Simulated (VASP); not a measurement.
```
CELL_PARAMETERS angstrom
      1.51500    -2.62406     0.00000
      1.51500     2.62406     0.00000
      0.00000     0.00000     3.23000
ATOMIC_POSITIONS crystal
  Ti 0.00000 0.00000 0.00000
  B  0.33333 0.66667 0.50000
  B  0.66667 0.33333 0.50000
```

Method: PBE GGA, VASP's PBE PAW potentials (set 64) (plane waves; VASP). Settings: 520 eV cut-off, 9×9×7 Γ-centred mesh, first-order Methfessel-Paxton smearing of 0.10 eV, potentials Ti_sv B.

Give the stress tensor in GPa (positive for a compressed cell).

```
 0.93   0.00   0.00
 0.00   0.93   0.00
 0.00   0.00  -1.38
```
The pressure is its mean diagonal, 0.16 GPa.

The compound is TiB2 in the AlB2 type structure. The cell was not relaxed at this level.
